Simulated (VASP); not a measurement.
## NaH13O7: single point with PBE+D3(BJ)

NaH13O7:

```
O H Na
1.0
     6.26922    0.00000    0.00000
     0.00000    6.26922    0.00000
     0.00000    0.00000    6.26922
O H Na
7 13 1
Direct
  0.73979 0.80413 0.67547
  0.39407 0.61513 0.51335
  0.22073 0.26233 0.15153
  0.74258 0.48406 0.97869
  0.14372 0.37628 0.76876
  0.59671 0.24887 0.60845
  0.59082 0.04028 0.27586
  0.75802 0.91635 0.56232
  0.59036 0.75458 0.62638
  0.25207 0.59151 0.58326
  0.45798 0.47287 0.49970
  0.20937 0.40426 0.22936
  0.36644 0.20283 0.20149
  0.67026 0.43080 0.85486
  0.72082 0.37726 0.09119
  0.18508 0.31685 0.90628
  0.98461 0.40558 0.79409
  0.62435 0.16377 0.46100
  0.48789 0.15514 0.66705
  0.53305 0.90651 0.34590
  0.73955 0.83711 0.02605
```

The cell was built by a generator and needn't be a form met in nature.

| Quantity | Value |
| --- | --- |
| Program | VASP 6.6.1 |
| Task | single point |
| Functional | PBE |
| Dispersion | D3(BJ) |
| Potentials or basis | VASP PAW PBE potentials, release 64 (O, H, Na_pv) |
| Cutoff | 520 eV |
| k mesh | 1 × 1 × 1 |
| Occupations | fermi-dirac, width 0.02 eV |
| Spin | no spin polarisation |

* Pressure: -0.7 GPa
* Largest force: 2.969 eV/Å
* Band gap on the k mesh: 3.87 eV, direct
* Dispersion energy per atom: -0.038 eV

Forces on the atoms (eV/Å):
```
O   -1.090  0.773 -1.698
O   -1.051  1.063 -0.554
O    1.255  1.010  1.685
O    0.402  0.002  1.617
O   -2.618  0.849 -1.112
O    0.194  0.085 -0.095
O   -0.249 -1.340  0.405
H    0.426 -0.577  1.017
H    0.938 -0.414  0.564
H    1.026 -0.343  0.071
H    0.190 -0.571  0.692
H    0.164 -1.557 -0.787
H   -1.020 -0.137 -0.250
H   -0.673 -0.676 -1.162
H    0.042  0.087 -0.358
H    0.373 -0.127  0.828
H    2.002 -0.343 -0.303
H   -0.293  0.265  0.042
H   -0.238  0.322  0.192
H    0.024  1.357 -0.819
Na   0.197  0.273  0.026
```

Stress tensor (GPa, compression positive):
```
-2.36 -0.15  0.45
-0.15 -1.13  0.15
 0.45  0.15  1.25
```

Levels at points of the mesh, in eV from the valence-band top:
| k point | band 29 | band 30 | band 31 | band 32 | band 33 | band 34 |
| --- | --- | --- | --- | --- | --- | --- |
| (0.00, 0.00, 0.00) | -0.11 | 0.00 | 0.00 | 3.87 | 7.19 | 7.27 |

It took 51 s on 1 thread of Intel(R) Xeon(R) Platinum 8488C (Sapphire Rapids), with other jobs on the host, peak memory 0.3 GiB.
